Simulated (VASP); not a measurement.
Wanted: the native input for a VASP 6.6.1 run.

| Item | Value |
| --- | --- |
| Task | relaxation of cell and atoms |
| Functional | PBE |
| Potentials or basis | VASP PAW PBE potentials, release 64 (Cu, Pb_d) |
| Cutoff | 600 eV |
| k mesh | 9 × 9 × 8 |
| Occupations | methfessel-paxton, width 0.2 eV |
| Spin | no spin polarisation |
| Further INCAR settings | ALGO = Fast; EDIFF = 1e-06; IBRION = 2; EDIFFG = -0.01; NSW = 40; ISIF = 3 |

The structure of CuPb lies in POSCAR:

```
CuPb
1.0
    3.5146879200      0.0000000000      0.0000000000
   -1.7573439600      3.0438090300      0.0000000000
    0.0000000000      0.0000000000      3.4291011500
Cu Pb
1 1
Direct
    0.3333333300      0.6666666700      0.0000000000
    0.6666666700      0.3333333300      0.5000000000
```

The cell was built by a generator and needn't be a form met in nature.

One way to write it, as run:

INCAR

```
PREC = Accurate
ENCUT = 600
EDIFF = 1E-6
ISMEAR = 1
SIGMA = 0.2
LREAL = False
LASPH = True
NELM = 80
ALGO = Fast
ISIF = 3
LWAVE = False
LCHARG = False
GGA = PE
IBRION = 2
NSW = 40
EDIFFG = -0.01
```

KPOINTS

```
Automatic mesh
0
Gamma
  9 9 8
```

Potentials or basis: VASP PAW PBE potentials, release 64 (Cu, Pb_d).

The run is started by

```sh
$ cat potpaw_PBE.64/Cu/POTCAR potpaw_PBE.64/Pb_d/POTCAR > POTCAR
$ mpirun -np 1 vasp_std > vasp.out
```

It gave:

```
Relaxed volume                         : 22.39 Å³/atom
Relaxed cell                           : a = 3.641 Å, b = 3.641 Å, c = 3.900 Å, α = 90.00°, β = 90.00°, γ = 120.00°
Space group after relaxing (to 0.05 Å) : P-6m2 (No. 187)
Energy gained by relaxing              : 228.3 meV/atom
Ionic steps                            : 17
Pressure after relaxing                : 0.0 GPa
Band gap on the k mesh                 : none (metal or under the smearing width)
```

Caveat: the volume moved by over 15 % at a fixed basis, so the end points are rough.

Wall time 4 min on 1 thread of Intel(R) Xeon(R) 6975P-C (Granite Rapids), on a shared host, peak memory 0.19 GiB.
